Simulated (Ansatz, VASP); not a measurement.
One calculation of Al3InSb4, two programs

```
CELL_PARAMETERS angstrom
3.95468 0.00000 0.00000
-1.97734 3.42485 0.00000
0.00000 0.00000 12.98051
ATOMIC_POSITIONS crystal
In 0.00000 0.00000 0.99786
Al 0.66667 0.33333 0.25936
Al 0.66667 0.33333 0.73802
Al 0.00000 0.00000 0.49855
Sb 0.66667 0.33333 0.07984
Sb 0.66667 0.33333 0.55610
Sb 0.00000 0.00000 0.31671
Sb 0.00000 0.00000 0.79536
```

Alike in both runs: task single point; functional PBEsol; k mesh 6 × 6 × 2; occupations gaussian, width 0.1 eV; no spin polarisation.

```csv
,VASP,Ansatz
version,VASP 6.6.1,Ansatz 0.2.0
potentials or method,"VASP PAW PBE potentials, release 64 (In_d, Al, Sb)","scalar-relativistic, plane waves, PAW"
plane-wave cutoff (eV),520,420
valence electrons in the cell,42,82
```

|  | VASP | Ansatz | Ansatz less VASP |
| --- | --- | --- | --- |
| gap on the k mesh at the Fermi level (eV) | 0.07 | 0.09 | +0.027 |
| least direct gap on the mesh (eV) | 1.04 | 1.04 | +0.002 |
| rms of the force components (eV/Å) | 0.578 | 0.560 | -0.0181 |

Atom by atom the forces differ by 0.023 eV/Å (rms over components). The two sets of potentials don't hold the same shells in valence.

Caveats: the PAW data sets were made with another functional, which shifts forces and pressure a little (VASP); spin-orbit coupling is left out, which moves the levels of the heavy elements.
